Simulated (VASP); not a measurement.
# EuSiGe with rev-vdW-DF2: from relaxation to properties

Wanted: the relaxed cell of EuSiGe and its properties. The steps: full relaxation (rev-vdW-DF2), second relaxation, single point with fields (rev-vdW-DF2), bands along the symmetry lines (rev-vdW-DF2), density of states (rev-vdW-DF2) and electric field gradients (rev-vdW-DF2). The cell is invented: it takes the structure of a Materials Project entry for SrSiGe (space group 187 there), with some of its atoms replaced by other elements, volume scaled by an estimate. It may not be a known or stable phase.

Main program and level: VASP 6.6.1; rev-vdW-DF2, spin-polarised from a ferromagnetic start (one magnetic atom a cell); plane waves and PAW (Eu, Ge_d, Si), in the first sound run; inputs show where later runs differ.

## 1. Starting point

Before any relaxation, the start is as follows. Symmetry: P-6m2, No. 187, hexagonal system. Conventional cell: a = 4.283 Å, b = 4.283 Å, c = 4.478 Å, α = 90.00°, β = 90.00°, γ = 120.00°. Nearest to Eu lie 6 Si at 3.34 Å and 6 Ge at 3.34 Å. Nearest to Ge lie 3 Si at 2.47 Å and 6 Eu at 3.34 Å. Nearest to Si lie 3 Ge at 2.47 Å and 6 Eu at 3.34 Å. It derives from SrSiGe. it takes the structure of a Materials Project entry for SrSiGe (space group 187 there), with some of its atoms replaced by other elements, volume scaled by an estimate. Farther neighbours are not listed.

## 2. Full relaxation (rev-vdW-DF2)

Properties are meant for the cell that this level of theory prefers, so cell and atoms are relaxed first (ISIF = 3) until forces and stress are small; EDIFFG sets the threshold. rev-vdW-DF2 revises the exchange of vdW-DF2 for solids. LUSE_VDW switches on a nonlocal correlation term for dispersion.

The input, INCAR:

```
SYSTEM = EuSiGe
PREC = Accurate
ENCUT = 450
EDIFF = 1E-06
NELM = 100
ISMEAR = 0
SIGMA = 0.05
LREAL = .FALSE.
ALGO = Normal
GGA = MK
AGGAC = 0
LUSE_VDW = .TRUE.
PARAM1 = 0.1234
PARAM2 = 0.711357
ZAB_VDW = -1.8867
LASPH = .TRUE.
ISPIN = 2
MAGMOM = 7 0 0
LMAXMIX = 6
LORBIT = 11
LWAVE = .FALSE.
LCHARG = .FALSE.
IBRION = 2
NSW = 60
ISIF = 3
EDIFFG = -0.01
```

The input, POSCAR:

```
EuSiGe
1.0
    4.2834220000      0.0000000000      0.0000000000
   -2.1417110000      3.7095520000      0.0000000000
    0.0000000000      0.0000000000      4.4784210000
Eu Ge Si
1 1 1
Direct
    0.6666666700      0.3333333300      0.0000000000
    0.0000000000      0.0000000000      0.5000000000
    0.3333333300      0.6666666700      0.5000000000
```

The input, KPOINTS:

```
Automatic mesh
0
Gamma
5 5 5
0 0 0
```

PAW data sets: Eu, Ge_d and Si (PBE family, release 64).

On the command line:

```
$ mpirun -np 1 vasp_std
```

Output:

```text
[banner, memory and clock lines left out]
running    1 mpi-ranks, on    1 nodes
 distrk:  each k-point on    1 cores,    1 groups
 distr:  one band on    1 cores,    1 groups

 POSCAR found type information on POSCAR EuGeSi
 POSCAR found :  3 types and       3 ions
|                                                                             |
|               ----> ADVICE to this user running VASP <----                  |
|                                                                             |
|     You have switched on vdW-DFT.                                           |
|     This routine was written and supplied by Jiri Klimes. We recommend      |
|     that you carefully read and cite the following publications:            |
|       J. Klimes, D.R. Bowler, A. Michelides                                 |
|          J. Phys.: Cond Matt. 22 022201 (2010)                              |
|       J. Klimes, D.R. Bowler, A. Michelides                                 |
|          Phys. Rev. B. 83, 195131 (2011)                                    |
|     and references therein.                                                 |
|                                                                             |

|                                                                             |
|               ----> ADVICE to this user running VASP <----                  |
|                                                                             |
|     You enforced a specific xc type in the INCAR file but a different       |
|     [... a line on the potential file left out ...]
|     I HOPE YOU KNOW WHAT YOU ARE DOING!                                     |
|                                                                             |

 LDA part: xc-table for (Slater+PW92), standard interpolation
 POSCAR, INCAR and KPOINTS ok, starting setup
 FFT: planning ... GRIDC
 FFT: planning ... GRID_SOFT
 FFT: planning ... GRID
 WAVECAR not read
 entering main loop
       N       E                     dE             d eps       ncg     rms          rms(c)
DAV:   1     0.233655821496E+03    0.23366E+03   -0.13775E+04  1996   0.479E+03
DAV:   2     0.328605480404E+02   -0.20080E+03   -0.18262E+03  1908   0.514E+02
DAV:   3    -0.845093549678E+01   -0.41311E+02   -0.40601E+02  2195   0.173E+02
DAV:   4    -0.125648369398E+02   -0.41139E+01   -0.40925E+01  2923   0.478E+01
DAV:   5    -0.128724686540E+02   -0.30763E+00   -0.30719E+00  2464   0.124E+01    0.308E+01
DAV:   6    -0.138576624586E+02   -0.98519E+00   -0.35241E+00  2512   0.240E+01    0.189E+01
DAV:   7    -0.153755564014E+02   -0.15179E+01   -0.12714E+00  2256   0.173E+01    0.890E+00
DAV:   8    -0.155218120030E+02   -0.14626E+00   -0.14685E+00  2515   0.242E+01    0.889E+00
DAV:   9    -0.153224745066E+02    0.19934E+00   -0.58698E-01  2163   0.191E+01    0.334E+00
DAV:  10    -0.153232195083E+02   -0.74500E-03   -0.75628E-02  2951   0.338E+00    0.202E+00
DAV:  11    -0.153235227532E+02   -0.30324E-03   -0.11571E-02  2760   0.736E-01    0.101E+00
DAV:  12    -0.153226702008E+02    0.85255E-03   -0.24399E-03  2552   0.919E-01    0.467E-01
DAV:  13    -0.153228012960E+02   -0.13110E-03   -0.59176E-04  2688   0.284E-01    0.166E-01
DAV:  14    -0.153227210788E+02    0.80217E-04   -0.23997E-04  2616   0.271E-01    0.109E-01
DAV:  15    -0.153227307801E+02   -0.97013E-05   -0.99980E-05  2816   0.636E-02    0.295E-02
DAV:  16    -0.153227327110E+02   -0.19309E-05   -0.14963E-05  2416   0.232E-02    0.125E-02
DAV:  17    -0.153227325280E+02    0.18300E-06   -0.92778E-07  1768   0.151E-02
   1 F= -.15322733E+02 E0= -.15322063E+02  d E =-.153227E+02  mag=     6.6959
 curvature:   0.00 expect dE= 0.000E+00 dE for cont linesearch  0.000E+00
 trial: gam= 0.00000 g(F)=  0.376E-42 g(S)=  0.173E+00 ort = 0.000E+00 (trialstep = 0.100E+01)
 search vector abs. value=  0.173E+00
 bond charge predicted
       N       E                     dE             d eps       ncg     rms          rms(c)
DAV:   1    -0.343963485592E+02   -0.19074E+02   -0.11758E+02  2756   0.141E+02    0.896E+01
DAV:   2    -0.300025617253E+03   -0.26563E+03   -0.23852E+03  2244   0.599E+02    0.242E+03
DAV:   3    -0.327585142696E+03   -0.27560E+02   -0.19835E+02  2345   0.116E+02    0.278E+03
DAV:   4    -0.280875360473E+03    0.46710E+02   -0.18359E+01  2095   0.486E+01    0.305E+03
DAV:   5    -0.279027805712E+03    0.18476E+01   -0.45491E+00  2717   0.105E+01    0.340E+03
DAV:   6    -0.218582865798E+03    0.60445E+02   -0.10080E+01  2690   0.162E+01    0.246E+03
DAV:   7    -0.107825975033E+02    0.20780E+03   -0.21331E+02  2878   0.909E+01    0.631E+01
DAV:   8    -0.132130514053E+02   -0.24305E+01   -0.29143E+01  2791   0.795E+01    0.449E+01
DAV:   9    -0.156829305964E+02   -0.24699E+01   -0.62692E+00  2750   0.362E+01    0.428E+01
DAV:  10    -0.158975484544E+02   -0.21462E+00   -0.65594E-01  2648   0.716E+00    0.363E+01
DAV:  11    -0.158113283779E+02    0.86220E-01   -0.84119E-02  2748   0.448E+00    0.316E+01
DAV:  12    -0.157773378135E+02    0.33991E-01   -0.14773E-02  2734   0.162E+00    0.296E+01
DAV:  13    -0.155195605991E+02    0.25778E+00   -0.19645E-01  2450   0.131E+01    0.211E+01
DAV:  14    -0.154216191479E+02    0.97941E-01   -0.17711E-01  2626   0.868E+00    0.181E+01
DAV:  15    -0.154148439400E+02    0.67752E-02   -0.71773E-02  2660   0.459E+00    0.188E+01
DAV:  16    -0.154169773082E+02   -0.21334E-02   -0.16064E-02  2951   0.895E-01    0.194E+01
DAV:  17    -0.154178551377E+02   -0.87783E-03   -0.54119E-03  2483   0.130E+00    0.208E+01
DAV:  18    -0.154175943195E+02    0.26082E-03   -0.61272E-04  2557   0.504E-01    0.218E+01
DAV:  19    -0.154179727206E+02   -0.37840E-03   -0.83105E-04  2347   0.623E-01    0.224E+01
DAV:  20    -0.154207493482E+02   -0.27766E-02   -0.20527E-03  2301   0.103E+00    0.260E+01
DAV:  21    -0.154187833895E+02    0.19660E-02   -0.54388E-04  2430   0.488E-01    0.230E+01
DAV:  22    -0.154140038523E+02    0.47795E-02   -0.68619E-03  2520   0.139E+00    0.121E+01
DAV:  23    -0.154100153430E+02    0.39885E-02   -0.52239E-03  2468   0.163E+00    0.133E+01
DAV:  24    -0.154101145852E+02   -0.99242E-04   -0.16266E-03  2686   0.661E-01    0.159E+01
DAV:  25    -0.154094040339E+02    0.71055E-03   -0.57058E-04  2695   0.477E-01    0.158E+01
DAV:  26    -0.154093559874E+02    0.48046E-04   -0.12231E-04  2724   0.186E-01    0.153E+01
DAV:  27    -0.154092869925E+02    0.68995E-04   -0.17528E-04  2407   0.268E-01    0.144E+01
DAV:  28    -0.154092686771E+02    0.18315E-04   -0.61338E-05  2838   0.140E-01    0.137E+01
DAV:  29    -0.154092622397E+02    0.64374E-05   -0.25490E-05  2605   0.752E-02    0.127E+01
DAV:  30    -0.154092175765E+02    0.44663E-04   -0.31264E-05  2440   0.105E-01    0.115E+01
DAV:  31    -0.154091886436E+02    0.28933E-04   -0.97567E-06  2393   0.712E-02    0.105E+01
DAV:  32    -0.154091457618E+02    0.42882E-04   -0.11648E-05  2459   0.505E-02    0.849E+00
DAV:  33    -0.154091135671E+02    0.32195E-04   -0.42007E-05  2311   0.144E-01    0.577E+00
DAV:  34    -0.154090984611E+02    0.15106E-04   -0.17688E-05  2524   0.623E-02    0.340E+00
DAV:  35    -0.154090867050E+02    0.11756E-04   -0.97645E-06  2296   0.425E-02    0.161E+00
DAV:  36    -0.154090786777E+02    0.80273E-05   -0.32878E-06  1563   0.278E-02    0.618E-01
DAV:  37    -0.154090731788E+02    0.54989E-05   -0.27447E-06  1658   0.302E-02    0.180E-01
DAV:  38    -0.154090713655E+02    0.18132E-05   -0.10876E-06  1200   0.179E-02    0.883E-03
DAV:  39    -0.154090705328E+02    0.83276E-06   -0.37329E-07  1085   0.127E-02
   2 F= -.15409071E+02 E0= -.15408378E+02  d E =-.863380E-01  mag=    -6.6964
[... from here on, the cycles between the ionic steps are left out ...]
   3 F= -.15409297E+02 E0= -.15408622E+02  d E =-.865647E-01  mag=    -6.6963
   4 F= -.15409238E+02 E0= -.15408555E+02  d E =-.865050E-01  mag=    -6.6961
   5 F= -.15415534E+02 E0= -.15414720E+02  d E =-.629602E-02  mag=    -6.7000
   6 F= -.15416404E+02 E0= -.15415333E+02  d E =-.716633E-02  mag=    -6.7105
   7 F= -.15416411E+02 E0= -.15415354E+02  d E =-.717301E-02  mag=    -6.7091
   8 F= -.15416201E+02 E0= -.15415282E+02  d E =-.696305E-02  mag=    -6.7027
   9 F= -.15416405E+02 E0= -.15415369E+02  d E =-.716757E-02  mag=    -6.7078
  10 F= -.15416440E+02 E0= -.15415454E+02  d E =-.344549E-04  mag=    -6.7062
 trial-energy change:   -0.000034  1 .order    0.000053   -0.000143    0.000250
 step:   0.7288(harm=  0.4000)  dis= 0.00000  next Energy=   -15.416478 (dE=-0.731E-04)
 bond charge predicted
       N       E                     dE             d eps       ncg     rms          rms(c)
DAV:   1    -0.154176843132E+02   -0.12445E-02   -0.65934E-03  2655   0.153E+00    0.508E-01
DAV:   2    -0.154238488848E+02   -0.61646E-02   -0.31061E-02  2000   0.386E+00    0.144E+00
DAV:   3    -0.154164368175E+02    0.74121E-02   -0.16590E-02  2095   0.286E+00    0.100E-01
DAV:   4    -0.154164749357E+02   -0.38118E-04   -0.47092E-04  2551   0.174E-01    0.583E-02
DAV:   5    -0.154164523393E+02    0.22596E-04   -0.54794E-05  2750   0.974E-02    0.337E-02
DAV:   6    -0.154164486792E+02    0.36601E-05   -0.49718E-06  2382   0.255E-02    0.228E-02
DAV:   7    -0.154164446103E+02    0.40689E-05   -0.38201E-06  2152   0.186E-02    0.111E-02
DAV:   8    -0.154164450620E+02   -0.45168E-06   -0.82002E-07  1425   0.104E-02
  11 F= -.15416445E+02 E0= -.15415439E+02  d E =-.399681E-04  mag=    -6.7067
 curvature:  -0.17 expect dE=-0.498E-06 dE for cont linesearch -0.263E-07
 trial: gam=-0.01342 g(F)=  0.225E-43 g(S)=  0.287E-05 ort =-0.469E-05 (trialstep = 0.102E+01)
 search vector abs. value=  0.302E-05
 reached required accuracy - stopping structural energy minimisation
```

It took 14 min on 1 MPI rank of Intel Xeon 6975P-C (Granite Rapids), shared host; peak memory 0.43 GiB.

Lines that name or quote the potential files are left out of all logs, and their timing lines are given in words.

Parts of OUTCAR (step 2):

```text
ion  position               nearest neighbor table
   1  0.667  0.333  0.000-   3 3.34   3 3.34   3 3.34   3 3.34   3 3.34   3 3.34
   2  0.000  0.000  0.500-   3 2.47   3 2.47   3 2.47
   3  0.333  0.667  0.500-   2 2.47   2 2.47   2 2.47   1 3.34   1 3.34   1 3.34   1 3.34   1 3.34
                             1 3.34

  LATTYP: Found a hexagonal cell.
 ALAT       =     4.2834220000
 C/A-ratio  =     1.0455241160

 Subroutine GETGRP returns: Found 12 space group operations
 (whereof 12 operations were pure point group operations)

The static configuration has the point symmetry D_3h.

 Found     15 irreducible k-points:

   k-points           NKPTS =     15   k-points in BZ     NKDIM =     15   number of bands    NBANDS=     25

   dimension x,y,z NGX =    30 NGY =   30 NGZ =   32
   dimension x,y,z NGXF=    60 NGYF=   60 NGZF=   64

   ENCUT  =  450.0 eV  33.07 Ry    5.75 a.u.   7.41  7.41  7.75*2*pi/ulx,y,z

   NELECT =      35.0000    total number of electrons

 k-points in reciprocal lattice and weights: Automatic mesh
   0.00000000  0.00000000  0.00000000       0.008
   0.20000000  0.00000000  0.00000000       0.048
   0.40000000  0.00000000  0.00000000       0.048
   0.20000000  0.20000000  0.00000000       0.048
   0.40000000  0.20000000  0.00000000       0.048
   0.00000000  0.00000000  0.20000000       0.016
   0.20000000  0.00000000  0.20000000       0.096
   0.40000000  0.00000000  0.20000000       0.096
   0.20000000  0.20000000  0.20000000       0.096
[...]
0.20000000  0.20000000  0.40000000       0.096
   0.40000000  0.20000000  0.40000000       0.096

 average (electrostatic) potential at core
       1 -37.4271       2 -73.4874       3 -84.1917

 E-fermi :   5.4346

 spin component 1
 k-point     1 :       0.0000    0.0000    0.0000
  band No.  band energies     occupation
    ...
     11       2.8024      1.00000
     12       2.8024      1.00000
     13       3.4724      1.00000
     14       3.6418      1.00000
     15       5.2880      0.99998
     16       7.1686      0.00000
     17       7.1686      0.00000
     18       9.3551      0.00000
     19       9.3551      0.00000
     20       9.6166      0.00000
    ...

 k-point     2 :       0.2000    0.0000    0.0000
  band No.  band energies     occupation
    ...
     10      -5.7894      1.00000
     11       0.2116      1.00000
     12       2.5438      1.00000
     13       3.5793      1.00000
     14       4.8444      1.00000
     15       6.0282      0.00000
     16       7.5419      0.00000
     17       7.8163      0.00000
     18       8.1221      0.00000
     19       9.0101      0.00000
    ...

 k-point     3 :       0.4000    0.0000    0.0000
  band No.  band energies     occupation
    ...
     10      -4.5520      1.00000
     11      -2.1531      1.00000
     12       2.1957      1.00000
     13       3.5795      1.00000
     14       3.9005      1.00000
     15       6.6453      0.00000
     16       7.8633      0.00000
     17       8.5803      0.00000
     18       9.0010      0.00000
     19       9.1619      0.00000
    ...

 k-point     4 :       0.2000    0.2000    0.0000
  band No.  band energies     occupation
    ...
      9     -12.3894      1.00000
     10      -4.9213      1.00000
     11      -1.3790      1.00000
     12       1.3332      1.00000
     13       3.6456      1.00000
     14       5.8910      0.00000
     15       6.3708      0.00000
     16       6.3835      0.00000
     17       8.2283      0.00000
     18       9.4122      0.00000
    ...

 k-point     5 :       0.4000    0.2000    0.0000
  band No.  band energies     occupation
    ...
     10      -3.8625      1.00000
     11      -2.6687      1.00000
     12       0.6242      1.00000
     13       3.9132      1.00000
     14       5.3026      0.99991
     15       5.7676      0.00000
     16       7.9084      0.00000
     17       8.8133      0.00000
     18       9.4544      0.00000
     19       9.5521      0.00000
    ...

 k-point     6 :       0.0000    0.0000    0.2000
  band No.  band energies     occupation
    ...
     10      -5.9760      1.00000
     11       2.1577      1.00000
     12       2.9613      1.00000
     13       2.9613      1.00000
     14       3.6728      1.00000
     15       6.4053      0.00000
     16       6.4053      0.00000
     17       6.7110      0.00000
     18       8.8175      0.00000
     19       8.8175      0.00000
    ...

Total vdW correction in eV:      5.4503534

  Total        0.0046290      0.0046290     -0.0116495      0.0000000     -0.0000000      0.0000000
  in kB        0.1141725      0.1141725     -0.2873311      0.0000000     -0.0000000      0.0000000
  external PRESSURE =      -0.0196621 kB  Pullay stress =       0.0000000 kB

  energy-cutoff  :      450.00
  volume of cell :       64.96
      direct lattice vectors                 reciprocal lattice vectors
     4.201758046  0.000000000 -0.000000000     0.237995617  0.137406843  0.000000000
    -2.100879023  3.638828957 -0.000000000     0.000000000  0.274813686  0.000000000
     0.000000000 -0.000000000  4.248577019     0.000000000  0.000000000  0.235372925

 POSITION                                       TOTAL-FORCE (eV/Angst)
 -----------------------------------------------------------------------------------
      2.10088      1.21294     -0.00000         0.000000      0.000000     -0.000000
      0.00000     -0.00000      2.12429        -0.000000     -0.000000      0.000000
     -0.00000      2.42589      2.12429         0.000000     -0.000000      0.000000
 -----------------------------------------------------------------------------------
    total drift:                               -0.000047      0.000025      0.000000

  FREE ENERGIE OF THE ION-ELECTRON SYSTEM (eV)
  ---------------------------------------------------
  free  energy   TOTEN  =       -15.4164450620 eV

  energy  without entropy=      -15.4144325619  energy(sigma->0) =      -15.41543881

Total vdW correction in eV:      5.4503505

 reached required accuracy - stopping structural energy minimisation

 total charge
# of ion       s       p       d       f       tot
--------------------------------------------------
    1        2.027   5.702   0.431   6.551  14.711
    2        1.145   1.279  10.036   0.000  12.461
    3        0.787   0.852   0.000   0.000   1.638
--------------------------------------------------
tot          3.959   7.833  10.468   6.551  28.810

 magnetization (x)
# of ion       s       p       d       f       tot
--------------------------------------------------
    1        0.013   0.102  -0.077  -6.513  -6.475
    2        0.014   0.023  -0.002   0.000   0.035
    3        0.014   0.020   0.000   0.000   0.034
--------------------------------------------------
tot          0.042   0.145  -0.080  -6.513  -6.406

[... 6 further parts left out ...]
```

CONTCAR:

```
EuSiGe
   1.00000000000000
     4.2017580460790764    0.0000000000000000   -0.0000000000000000
    -2.1008790230395382    3.6388289570203125   -0.0000000000000000
     0.0000000000000000   -0.0000000000000000    4.2485770187163023
  Eu              Ge              Si
     1     1     1
Direct
     0.6666666699999979    0.3333333300000021    0.0000000000000000
     0.0000000000000000    0.0000000000000000    0.5000000000000000
     0.3333333300000021    0.6666666699999979    0.5000000000000000
```

The cell holds one magnetic atom, so no antiferromagnetic order fits into it. The k-mesh is coarse for a metal. Without U or exact exchange the f electrons of Eu come out too delocalised, which can shrink the cell and pin f bands at the Fermi level. The PAW data sets were made with PBE, which is usual practice but a small mismatch for other functionals. After so large a change of volume the plane waves of the start cell no longer fit, so the final stress carries a basis-set error. The run keeps the 12 symmetry operations of its start, so it cannot find a distortion of lower symmetry.

(Part 1 of 5 ends here.)

[Lines on the potential files, build, host, timing and source positions are cut from VASP's logs without a mark.]

[Logs are printed without paths, hosts, clocks, repeated set-up lines and the standing remarks that a program may print on its own settings, such as how far it seeks lower states.]

[Hosts, paths, dates, database ids (printed as entryN), source tags and the programs' standing remarks are cut or masked in the printed files.]

[A measured line is paired with the nearest computed mode of its activity, which favours agreement.]
